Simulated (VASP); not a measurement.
Input:

```
CELL_PARAMETERS angstrom
      3.87593     0.00000     0.00000
      0.00000     3.87593     0.00000
      0.00000     0.00000     3.87593
ATOMIC_POSITIONS crystal
  Ti 0.00000 0.00000 0.00000
  Pt 0.00000 0.50000 0.50000
  Pt 0.50000 0.00000 0.50000
  Pt 0.50000 0.50000 0.00000
```

These are LDA (Ceperley-Alder, Perdew-Zunger), VASP's LDA PAW potentials (set 64) (plane waves; VASP) values and carry that method's errors. Run with 400 eV cut-off, 9×9×9 Γ-centred mesh, tetrahedra with Blöchl corrections, potentials Ti_sv Pt.

The cores are frozen, which limits the accuracy of field gradients.

Give the principal components of the electric field gradient (V/Å²) and the asymmetry η at each nucleus.

```json
[
 {"atom": "Ti1", "Vxx": "0.0", "Vyy": "0.0", "Vzz": "0.0", "η": "-"},
 {"atom": "Pt2", "Vxx": "37.3", "Vyy": "37.3", "Vzz": "-74.6", "η": "0.00"},
 {"atom": "Pt3", "Vxx": "37.3", "Vyy": "37.3", "Vzz": "-74.6", "η": "0.00"},
 {"atom": "Pt4", "Vxx": "37.3", "Vyy": "37.3", "Vzz": "-74.6", "η": "0.00"}
]
```

The compound is Pt3Ti in the L1_2 structure. It was relaxed first.
